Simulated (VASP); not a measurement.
## MgTe: transverse stress against strain

MgTe (wurtzite, P6_3mc, 33.419 Å³/atom and stress up to 0.02 GPa in the relaxed cell, c along z) under an equal strain ε along x and y, with z held. PBEsol in VASP (plane waves, PAW), 480 eV, 12×12×4 Γ-centred mesh, Gaussian smearing 0.05 eV; ions are relaxed, or left where forces stay under 0.02 eV/Å, within the symmetry of each cell. Stress is positive for a compressed cell.

Here s stands for strain and y for stress zz.

```
strain (%)  stress zz (GPa)
----------  ---------------
-3.00                     ?
-1.50                  0.86
-1.00                  0.56
-0.50                  0.25
0.00                   0.02
0.50                  -0.25
1.00                  -0.49
1.50                  -0.71
```

Problem. Fit y against s with a straight line, and predict the withheld value at s = -3.00.

Solution. Means: s 0, y 0.034. About the means, the sum of products is -3.6550 and the sum of squares of s is 7.0000; the slope is their ratio. Least squares gives y = 0.034 - 0.5221·s. Residuals (row less fit): 0.043, 0.004, -0.045, -0.014, -0.023, -0.002, 0.039; standard error 0.035 (degrees of freedom: 5). The slope gives the elastic constant 2C13 = 52 ± 1 GPa (± standard error of the fit, which holds the terms cut off). At the withheld row, y = 0.034 - 0.5221 × (-3.0) = 1.600 GPa. The calculation gives 1.89 GPa, 0.290 GPa above the prediction (11.2 % of the range of y in the table). The row lies outside the fitted rows, so this is an extrapolation. From the scatter of the fitted rows alone, a prediction at this place has a standard error of 0.055 GPa, so the miss is 5.3 times that.

A polynomial of degree 2 through the 12 other runs of the series gives 1.86 there, so most of the miss is curvature that the fit leaves out. Spin-orbit coupling is left out, which can shift these values for the heavy elements here. Rows are the converged runs of the series near zero and its far end, less any whose ions stayed unrelaxed beside relaxed ones; series whose fitted rows scatter by over a few per cent of the range, as at a crossing or softening among them, aren't shown in this form. Most that stay on the fit to the last digits aren't either.
